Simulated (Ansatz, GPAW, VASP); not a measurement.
Al3Au: 3 runs at one level of theory

```
Au Al
1.0
    -2.02533    2.02533    4.05660
     2.02533   -2.02533    4.05660
     2.02533    2.02533   -4.05660
Au Al
1 3
Cartesian
  0.0000 0.0000 0.0000
  0.0000 0.0000 4.0566
  2.0253 0.0000 2.0283
  0.0000 2.0253 2.0283
```

The cell comes from a database or a generator and needn't be the stable form of this composition.

Alike in all runs: task single point; functional PBE; k mesh 9 × 9 × 9; occupations fermi-dirac, width 0.05 eV; no spin polarisation; no spin-orbit coupling. Pressure is positive in compression and, in plane waves, holds the error of the finite cutoff, which Ansatz's Pulay term estimates and takes out.

```json
{"program and potentials": "Ansatz, Ansatz PAW", "plane-wave cutoff (eV)": "420", "notes": "7 valence electrons an atom on average; Pulay term of +0.07 GPa included", "pressure (GPa)": "0.39"}
{"program and potentials": "VASP, PBE PAW files Al, Au, 520 eV", "plane-wave cutoff (eV)": "520", "notes": "5 valence electrons an atom on average", "pressure (GPa)": "0.27"}
{"program and potentials": "GPAW, GPAW PAW data sets (gpaw-data 1.2.1)", "plane-wave cutoff (eV)": "600", "notes": "5 valence electrons an atom on average; this data set often lies off other programs", "pressure (GPa)": "0.77"}
```

The pressure spans 0.27 (VASP, PBE PAW files Al, Au, 520 eV) to 0.77 GPa (GPAW, GPAW PAW data sets (gpaw-data 1.2.1)).

The functional is the same throughout but for its coding, so the spread measures potentials, basis and numerics; runs on potential files found faulty are left out.
